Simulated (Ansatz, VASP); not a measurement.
# One calculation of BiP, two programs

File INCAR:

```
SYSTEM = BiP
PREC = Accurate ; ENCUT = 520
EDIFF = 1E-6 ; ISMEAR = -1
SIGMA = 0.05 ; LREAL = .FALSE.
LASPH = .TRUE. ; NELM = 100
ALGO = Normal ; ISIF = 2
LWAVE = .FALSE. ; LCHARG = .FALSE.
GGA = PE ; NBANDS = 17
```

File KPOINTS:

```
regular mesh
0
G
  9 9 9
  0 0 0
```

The input POSCAR:

```
BiP
1.0
    0.0000000000      3.1218380279      3.2519146124
    3.1218380279      0.0000000000      3.2519146124
    3.1218380279      3.1218380279      0.0000000000
Bi P
1 1
Direct
    0.0000000000      0.0000000000      0.0000000000
    0.2500000000      0.2500000000      0.2500000000
```

Input for Ansatz:

```yaml
crystal:
  lattice:
    - [0.0, 3.1218380279, 3.2519146124]
    - [3.1218380279, 0.0, 3.2519146124]
    - [3.1218380279, 3.1218380279, 0.0]
  atoms:
    - { symbol: Bi, position: [0.0, 0.0, 0.0] }
    - { symbol: P, position: [0.25, 0.25, 0.25] }
kpoints:
  mp_grid: { grid: [9, 9, 9] }
scf:
  occupations: { method: fermi_dirac, width: 0.05 }
hamiltonian:
  xc: pbe
  pseudopotentials: { kind: all_electron, lapw: { basis_error: 0.001 } }
output:
  forces: true
  stress: true
  eigenvalues: true
```

Change from the starting cell: x and y stretched by -4 %, z held.

Alike in both runs: task single point; functional PBE; k mesh 9 × 9 × 9; occupations fermi-dirac, width 0.05 eV; no spin polarisation.

```csv
,VASP,Ansatz
version,VASP 6.6.1,Ansatz 0.2.0
potentials or method,"VASP PAW PBE potentials, release 64 (Bi_d, P)","all-electron LAPW, scalar-relativistic"
plane-wave cutoff (eV),520,see its input
```

```csv
,VASP,Ansatz,Ansatz less VASP
pressure (GPa),4.0,4.1,+0.07
largest component of the traceless stress (GPa),0.41,0.42,+0.007
```

Ansatz ran all-electron here, so the differences hold the error of VASP's frozen core and of both bases.

Caveats: spin-orbit coupling is left out, which moves the levels of the heavy elements.
